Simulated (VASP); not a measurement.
Given:

```yaml
crystal:
  lattice:
    - [0.00000, 3.00964, 3.00964]
    - [3.00964, 0.00000, 3.00964]
    - [3.00964, 3.00964, 0.00000]
  atoms:
    - { symbol: Cu, position: [0.00000, 0.00000, 0.00000] }
    - { symbol: I, position: [0.25000, 0.25000, 0.25000] }
```

These are HSE06 screened hybrid, VASP's PBE PAW potentials (set 64) (plane waves; VASP) values and carry that method's errors. Run with 520 eV cut-off, 6×6×6 Γ-centred mesh, Gaussian smearing of 0.050 eV, potentials Cu I.

Task: Give the stress tensor in GPa (positive for a compressed cell).

Result: 
```
1.26  0.00  0.00
0.00  1.26  0.00
0.00  0.00  1.26
```
The pressure is its mean diagonal, 1.26 GPa.

The compound is CuI in the zinc blende structure. This cell is one point of a volume scan, at 0.97 of the reference volume. The cell's shape comes from a PBE relaxation.
